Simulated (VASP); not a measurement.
Method: LDA (Ceperley-Alder, Perdew-Zunger), VASP's LDA PAW potentials (set 64) (plane waves; VASP).

Gaps are without spin-orbit coupling.

The volume per atom is 9.02 Å^3/atom, the band gap (over mesh and band path) comes out as 3.70 eV and the smallest direct gap (over mesh and band path) is 3.73 eV.

Problem. Which relaxed crystal gives these values?
(A) MgO, Fm-3m (225)
(B) Mg3ZnO4, Cmmm (65)
(C) BP, F-43m (216)
(D) BN, F-43m (216)

Solution. B, Mg3ZnO4, Cmmm (65)
